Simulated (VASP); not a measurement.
# Mg2CdS3 (Immm) in VASP: single point with r2SCAN

Aim: the single point of Mg2CdS3 with r2SCAN.

Everything below comes from runs of VASP 6.6.1. Logs are shortened: lines on timing, memory, paths and dates and some standing lists are left out, and cuts for length are marked.

## 1. Starting point

It takes space group Immm (No. 71, orthorhombic). Conventional cell: a = 3.766 Å, b = 5.326 Å, c = 11.317 Å, α = 90.00°, β = 90.00°, γ = 90.00°. Mg (site symmetry mm2) has 6 S at 2.60 to 2.66 Å as nearest neighbours. Around Cd (site symmetry mmm) lie 6 S at 2.66 to 2.73 Å. Around S (site symmetry mm2) lie 4 Mg at 2.60 to 2.66 Å and 2 Cd at 2.73 Å. Around S (site symmetry mmm) lie 4 Mg at 2.66 Å and 2 Cd at 2.66 Å.

The cell was built by a generator and needn't be a form met in nature.

## 2. Single point, r2SCAN

INCAR reads:

```
PREC     = Accurate       # precision mode
ENCUT    = 520            # plane-wave cutoff, eV
EDIFF    = 1E-6           # SCF threshold, eV
ISMEAR   = 0              # smearing method
SIGMA    = 0.03           # smearing width, eV
LREAL    = False          # projectors in reciprocal space
LASPH    = True           # aspherical terms in the spheres
NELM     = 150            # most SCF steps
ALGO     = Normal         # electronic algorithm
ISIF     = 2              # what is computed and relaxed
LWAVE    = False          # write WAVECAR
LCHARG   = False          # write CHGCAR
METAGGA  = R2SCAN         # meta-GGA
LMIXTAU  = True         
NBANDS   = 26             # bands
KPAR     = 4
```

KPOINTS reads:

```
regular mesh
0
Gamma
  8 8 8
```

POSCAR reads:

```
Mg2CdS3
1.0
   -1.8832300000      2.6631900000      5.6584400000
    1.8832300000     -2.6631900000      5.6584400000
    1.8832300000      2.6631900000     -5.6584400000
Mg Cd S
2 1 3
Direct
    0.6663070000      0.6663070000      0.0000000000
    0.3336930000      0.3336930000      0.0000000000
    0.0000000000      0.0000000000      0.0000000000
    0.1747340000      0.6747340000      0.5000000000
    0.8252660000      0.3252660000      0.5000000000
    0.5000000000      0.0000000000      0.5000000000
```

Potentials or basis: VASP PAW PBE potentials, release 64 (Mg, Cd, S).

Command:

```bash
$ cat potpaw_PBE.64/Mg/POTCAR potpaw_PBE.64/Cd/POTCAR potpaw_PBE.64/S/POTCAR > POTCAR
$ mpirun -np 4 vasp_std > vasp.out
```

OUTCAR:

```text
PREC = Accurate
   ENCUT = 520
   EDIFF = 1E-6
   ISMEAR = 0
   LREAL = False
   LASPH = True
   NELM = 150
   ISIF = 2
   METAGGA = R2SCAN

 ion  position               nearest neighbor table
   1  0.666  0.666  0.000-   5 2.60   5 2.60   6 2.66   6 2.66   4 2.66   4 2.66
   2  0.334  0.334  0.000-   4 2.60   4 2.60   6 2.66   6 2.66   5 2.66   5 2.66
   3  0.000  0.000  0.000-   6 2.66   6 2.66   4 2.73   4 2.73   5 2.73   5 2.73
   4  0.175  0.675  0.500-   2 2.60   2 2.60   1 2.66   1 2.66   3 2.73   3 2.73
   5  0.825  0.325  0.500-   1 2.60   1 2.60   2 2.66   2 2.66   3 2.73   3 2.73
   6  0.500  0.000  0.500-   1 2.66   2 2.66   1 2.66   2 2.66   3 2.66   3 2.66

  LATTYP: Found a body centered orthorhombic cell.
 ALAT       =     3.7664600000
 B/A-ratio  =     1.4141607770
 C/A-ratio  =     3.0046462726

  Lattice vectors:

 A1 = (  -1.8832300000,   2.6631900000,   5.6584400000)
 A2 = (   1.8832300000,  -2.6631900000,   5.6584400000)
 A3 = (   1.8832300000,   2.6631900000,  -5.6584400000)

Analysis of symmetry for initial positions (statically):
=====================================================================
 Subroutine PRICEL returns:
 Original cell was already a primitive cell.

 Routine SETGRP: Setting up the symmetry group for a
 body centered orthorhombic supercell.

 Subroutine GETGRP returns: Found  8 space group operations
 (whereof  8 operations were pure point group operations)
 out of a pool of  8 trial point group operations.

The static configuration has the point symmetry D_2h.

Analysis of symmetry for dynamics (positions and initial velocities):
=====================================================================
 Subroutine PRICEL returns:
 Original cell was already a primitive cell.

 Routine SETGRP: Setting up the symmetry group for a
 body centered orthorhombic supercell.

 Subroutine GETGRP returns: Found  8 space group operations
 (whereof  8 operations were pure point group operations)
 out of a pool of  8 trial point group operations.

The dynamic configuration has the point symmetry D_2h.

 Subroutine INISYM returns: Found  8 space group operations
 (whereof  8 operations are pure point group operations),
 and found     1 'primitive' translations

----------------------------------------------------------------------------------------

[... 103 lines left out ...]
   NSW    =      0    number of steps for IOM
   IBRION =     -1    ionic relax: 0-MD 1-quasi-New 2-CG
   NFREE  =      0    steps in history (QN), initial steepest desc. (CG)
   ISIF   =      2    stress and relaxation
   ISYM   =      2    0-nonsym 1-usesym 2-fastsym
   POTIM  = 0.5000    time-step for ionic-motion
   TEBEG  =    0.0;   TEEND  =   0.0 temperature during run
   PSTRESS=    0.0 pullay stress
   NELECT =      34.0000    total number of electrons
   NUPDOWN=      -1.0000    fix difference up-down
   EMIN   =  10.00;   EMAX   =-10.00  energy-range for DOS
   EFERMI =   0.00;   METHOD = LEGACY
   ISMEAR =     0;   SIGMA  =   0.03  broadening in eV -4-tet -1-fermi 0-gaus
   EFERMI_NEDOS =   21; number of points for ismear=-14 and -15
   IALGO  =     38    algorithm
   IMIX   =      4    mixing-type and parameters
     AMIX     =   0.40;   BMIX     =  1.00
     AMIX_MAG =   1.60;   BMIX_MAG =  1.00
  volume/ion in A,a.u.               =      18.92       127.68
  Fermi-wavevector in a.u.,A,eV,Ry     =   1.095335  2.069883 16.323716  1.199759
  Thomas-Fermi vector in A             =   2.231657
   LORBIT       =      0    0 simple, 1 ext, 2 COOP (PROOUT), +10 PAW based schemes
   METAGGA = R2SCAN    functional components
   LHFCALC =     F    Hartree Fock is set to
   AEXX    =    0.0000 exact exchange contribution
   IVDW    =     0    specifies the selected vdW correction
   LEPSILON=     F    determine dielectric tensor
   LRPA    =     F    only Hartree local field effects (RPA)
 non-spin polarized calculation
 Gauss-broadening in eV      SIGMA  =   0.03
  energy-cutoff  :      520.00
  volume of cell :      113.52
 maximum number of plane-waves:      3098
 NGX is ok and might be reduce to    50
   NGX = 25   NGY = 25   NGZ = 25

 number of electron      34.0000000 magnetization

 Free energy of the ion-electron system (eV)
  ---------------------------------------------------
  ext. energy  EPLUGINS =         0.00000000
  ---------------------------------------------------
  free energy    TOTEN  =       -60.40751223 eV

  energy without entropy =      -60.40751223  energy(sigma->0) =      -60.40751223

 E-fermi :   3.3055     XC(G=0): -10.3136

 val. band max:        3.1859281667   @ k =   0.5000   0.5000   0.5000
 cond. band min:       5.1823905799   @ k =   0.0000   0.5000  -0.0000
 fundamental gap:      1.9964624132
 Fermi energy:         3.3054670804

 k-point     1 :       0.0000    0.0000    0.0000
  band No.  band energies     occupation
      1     -10.0739      2.00000
      2      -8.9016      2.00000
      3      -8.4969      2.00000
      4      -4.6981      2.00000
      5      -4.6884      2.00000
      6      -4.5723      2.00000
[... 685 lines left out ...]
     25      11.6961      0.00000
     26      12.0949      0.00000

 [... further k-points ...]

------------------------ aborting loop because EDIFF is reached ----------------------------------------

  FORCE on cell =-STRESS in cart. coord.  units (eV):
  Direction    XX          YY          ZZ          XY          YZ          ZX
  --------------------------------------------------------------------------------------
  -------------------------------------------------------------------------------------
  Total       -1.0412559     -0.9922426     -1.0079853     -0.0000000      0.0000000      0.0000000
  in kB      -14.6962271    -14.0044558    -14.2266470     -0.0000000      0.0000000      0.0000000
  external PRESSURE =     -14.3091100 kB  Pullay stress =       0.0000000 kB

 VOLUME and BASIS-vectors are now :
 -----------------------------------------------------------------------------
  energy-cutoff  :      520.00
  volume of cell :      113.52
      direct lattice vectors                 reciprocal lattice vectors
    -1.883230000  2.663190000  5.658440000     0.000000000  0.187744772  0.088363577
     1.883230000 -2.663190000  5.658440000     0.265501293  0.000000000  0.088363577
     1.883230000  2.663190000 -5.658440000     0.265501293  0.187744772  0.000000000

 POSITION                                       TOTAL-FORCE (eV/Angst)
 -----------------------------------------------------------------------------------
      0.00000      0.00000      7.54052        -0.000000      0.000000      0.014449
      0.00000      0.00000      3.77636         0.000000     -0.000000     -0.014449
      0.00000      0.00000      0.00000        -0.000000      0.000000      0.000000
      1.88323      0.00000      1.97744        -0.000000      0.000000     -0.028917
      0.00000      2.66319      3.68100         0.000000     -0.000000      0.028917
      0.00000      2.66319      0.00000        -0.000000      0.000000      0.000000
 -----------------------------------------------------------------------------------
    total drift:                               -0.000000     -0.000000      0.000000

  FREE ENERGIE OF THE ION-ELECTRON SYSTEM (eV)
  ---------------------------------------------------
  free  energy   TOTEN  =       -60.4075122316 eV

  energy  without entropy=      -60.4075122316  energy(sigma->0) =      -60.40751223
```

It took 16 min on 4 MPI ranks of Intel Xeon Platinum 8259CL at 2.50GHz (Skylake/Cascade Lake), shared host; peak memory 0.58 GiB.

What came out:

```
Free energy            : -60.4075 eV
Pressure               : -1.4 GPa
Largest force          : 0.029 eV/Å
Band gap on the k mesh : 2.00 eV, indirect (least direct gap 2.10 eV)
```

Forces on the atoms (eV/Å):
```
Mg   0.000  0.000  0.014
Mg   0.000  0.000 -0.014
Cd   0.000  0.000  0.000
S    0.000  0.000 -0.029
S    0.000  0.000  0.029
S    0.000  0.000  0.000
```

Levels at points of the mesh, in eV from the valence-band top:
```
           k point  band 13  band 14  band 15  band 16  band 17  band 18  band 19  band 20  band 21  band 22
(0.00, 0.00, 0.00)    -1.43    -1.06    -0.41    -0.40    -0.39     2.83     4.41     4.53     7.68     7.97
(0.50, 0.00, 0.00)    -1.19    -1.18    -1.08    -0.51    -0.14     4.61     4.90     5.30     6.75     6.95
(0.00, 0.50, 0.00)    -2.14    -2.00    -1.97    -1.45    -1.10     2.00     4.84     5.35     5.36     6.89
(0.50, 0.50, 0.00)    -2.62    -1.78    -1.67    -0.48    -0.41     4.55     4.86     5.19     6.54     6.89
(0.50, 0.50, 0.50)    -1.98    -1.75    -1.08    -0.69     0.00     2.10     5.03     5.97     5.99     7.53
```

Caveat: the PAW data sets were made with another functional, which shifts forces and pressure a little.
